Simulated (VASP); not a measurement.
Consider the following.

```
MgB2
1.0
    1.47942    -2.56244     0.00000
    1.47942     2.56244     0.00000
    0.00000     0.00000     3.50313
Mg B
1 2
Direct
  0.00000   0.00000   0.00000
  0.33333   0.66667   0.50000
  0.66667   0.33333   0.50000
```

Computed with PBE GGA, VASP's PBE PAW potentials (set 64) (plane waves; VASP). Run with 600 eV cut-off, 10×10×8 Γ-centred mesh, first-order Methfessel-Paxton smearing of 0.10 eV, potentials Mg B.

Problem. Give the stress tensor in GPa (positive for a compressed cell).

Solution. 
```
21.98   0.00   0.00
 0.00  21.98   0.00
 0.00   0.00   4.49
```
The pressure is its mean diagonal, 16.15 GPa.

The compound is MgB2 in the AlB2 type structure. This cell was strained or had an atom moved on purpose.
